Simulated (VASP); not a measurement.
OSZICAR of a VASP run on PtAl2 (fluorite):

OSZICAR:
```
       N       E                     dE             d eps       ncg     rms          rms(c)
DAV:   1     0.359844504558E+02    0.35984E+02   -0.57901E+03   744   0.903E+02
DAV:   2    -0.152091651954E+02   -0.51194E+02   -0.46243E+02   816   0.162E+02
DAV:   3    -0.167785805177E+02   -0.15694E+01   -0.15485E+01   896   0.271E+01
DAV:   4    -0.167933549284E+02   -0.14774E-01   -0.14761E-01   828   0.303E+00
DAV:   5    -0.167935802847E+02   -0.22536E-03   -0.22532E-03   888   0.396E-01    0.841E+00
DAV:   6    -0.163473394155E+02    0.44624E+00   -0.24915E+00   812   0.154E+01    0.220E+00
DAV:   7    -0.162669304542E+02    0.80409E-01   -0.20856E-01   768   0.462E+00    0.166E+00
DAV:   8    -0.162374797613E+02    0.29451E-01   -0.32554E-02   824   0.179E+00    0.252E-01
DAV:   9    -0.162374659652E+02    0.13796E-04   -0.20013E-03   804   0.438E-01    0.164E-01
DAV:  10    -0.162376260231E+02   -0.16006E-03   -0.33732E-04   780   0.153E-01    0.186E-02
DAV:  11    -0.162376230683E+02    0.29548E-05   -0.19588E-05   832   0.461E-02    0.862E-03
DAV:  12    -0.162376250573E+02   -0.19890E-05   -0.58675E-06   772   0.183E-02    0.225E-03
DAV:  13    -0.162376249756E+02    0.81710E-07   -0.55342E-07   532   0.771E-03
   1 F= -.16237625E+02 E0= -.16237802E+02  d E =-.162376E+02
```

Which electronic solver shows in the log?

It is blocked Davidson (ALGO = Normal, or the opening steps of other solvers). The INCAR had ALGO = Normal.

Can the final energy be trusted as converged?

The calculation finished and met its thresholds. It stopped with EDIFF = 1E-6, NELM = 100, NSW = 60 and EDIFFG = -0.02 after 1 ionic step (PBE GGA, plane waves, VASP's PBE PAW potentials (set 64)).

The compound is PtAl2 in the fluorite structure. It was relaxed first. The start is the result of an earlier pass.
